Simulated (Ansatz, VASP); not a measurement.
# Code comparison for GaCu₃ (P6_3/mmc, 8 atoms in the cell)

Self-consistent single point.

```
CELL_PARAMETERS angstrom
      5.15739     0.00000     0.00000
     -2.57870     4.46643     0.00000
      0.00000     0.00000     4.20124
ATOMIC_POSITIONS crystal
  Ga 0.33333 0.66667 0.75000
  Ga 0.66667 0.33333 0.25000
  Cu 0.16539 0.33077 0.25000
  Cu 0.83461 0.66923 0.75000
  Cu 0.83461 0.16539 0.75000
  Cu 0.16539 0.83461 0.25000
  Cu 0.66923 0.83461 0.25000
  Cu 0.33077 0.16539 0.75000
```

Shared settings, as Ansatz (a program for electronic structure) writes them: kpoints.mp_grid.grid = 5 5 5; magnetization.spin_orbit = true; scf.occupations.method = gaussian; scf.occupations.width = 0.1 eV. Potentials and cutoffs stand in the table.

```json
[
 {"code": "Ansatz", "model": "LDA (PW92) with spin-orbit coupling, PAW files made with PBE", "pressure (GPa)": "-7.05", "largest force (eV/Å)": "0.046", "cutoff": "420 eV"},
 {"code": "VASP", "model": "LDA (PZ), spin-orbit coupling, VASP's LDA PAW potentials (set 64)", "pressure (GPa)": "-8.42", "largest force (eV/Å)": "0.047", "cutoff": "300 eV"}
]
```

The spread over the programs that give each value: pressure within 1.37 GPa; largest force within 0.001 eV/Å.

Ansatz's pressure is given at a fixed set of plane waves, as the other plane-wave codes print theirs; with its correction for the finite basis it is -6.94 GPa. The same LDA comes in different parametrisations, which differ slightly.

VASP's run is marked for a possible Pulay error in its stress at this cutoff; no cutoff test was made.

The starting cell comes from a database of computed structures (which also holds hypothetical and non-ambient phases and stackings), without a prior relaxation at this level.

Left out of this page: Elk (unsound by tests on forces, stress, charge or solver warnings); FLEUR (with a known weakness of the program).

Keys are those of Ansatz 0.2.
